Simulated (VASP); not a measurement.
A run of VASP 6.6.1 is set up as follows.

Contents of INCAR:

```
PREC = Accurate
ENCUT = 600
EDIFF = 1E-7
ISMEAR = 0
SIGMA = 0.03
LREAL = False
LASPH = True
NELM = 80
ALGO = Normal
ISIF = 3
LWAVE = False
LCHARG = False
IBRION = 2
NSW = 90
EDIFFG = -0.005
```

The input KPOINTS:

```
Automatic mesh
0
Gamma
  10 10 10
```

File POSCAR:

```
InAs                                    
1.0
   -0.0000000000      3.0160780068      3.0160780068
    3.0160780068      0.0000000000      3.0160780068
    3.0160780068      3.0160780068      0.0000000000
  In              As            
     1     1
Direct
     0.0000000000000000    0.0000000000000000    0.0000000000000000
     0.2500000000000000    0.2500000000000000    0.2500000000000000
```

Potentials or basis: VASP PAW LDA potentials, release 64 (In_d, As).

Launch:

```console
$ cat potpaw_LDA.64/In_d/POTCAR potpaw_LDA.64/As/POTCAR > POTCAR
$ mpirun -np 1 vasp_std > vasp.out
```

Question: Estimate the band gap on the k mesh.

Answer: None (metal or under the smearing width).

Final structure:
```xyz
2
Lattice="0.0000 3.0161 3.0161 3.0161 0.0000 3.0161 3.0161 3.0161 0.0000" Properties=species:S:1:pos:R:3 pbc="T T T"
In    0.0000    0.0000    0.0000
As    1.5080    1.5080    1.5080
```

Caveat: the relaxation stopped at its first step, so nothing moved; this crystal is a semiconductor, whose small gap the functional closes, so the metal is an error of the method.
